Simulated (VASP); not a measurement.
A convergence study with VASP on BP (zinc blende): one setting is varied, all else stays as given below, so the limit is that of these other settings. ε∞ is the independent-particle value.

```yaml
crystal:
  lattice:
    - [0.00000, 2.27000, 2.27000]
    - [2.27000, 0.00000, 2.27000]
    - [2.27000, 2.27000, 0.00000]
  atoms:
    - { symbol: B, position: [0.00000, 0.00000, 0.00000] }
    - { symbol: P, position: [0.25000, 0.25000, 0.25000] }
```

Level of theory: PBE GGA, VASP's PBE PAW potentials (set 64) (plane waves; VASP). The tightest run used: 700 eV cut-off, 8×8×8 Γ-centred mesh, Gaussian smearing of 0.050 eV, potentials B P.

```csv
setting,mean ε∞,bands
NBANDS = 5,6.77,5
NBANDS = 6,8.47,6
NBANDS = 8,9.63,8
```

### Question
These are the cheaper rows. Estimate the results at NBANDS = 132, and how far the last row shown lies from them.

### Answer

```csv
quantity,tightest run,last row shown is off by
mean ε∞,9.85,-0.22
```

Left out are rungs that failed or repeat a setting and relaxations that didn't move; long series are thinned to 24 rows.

The compound is BP in the zinc blende structure. The cell was not relaxed at this level.
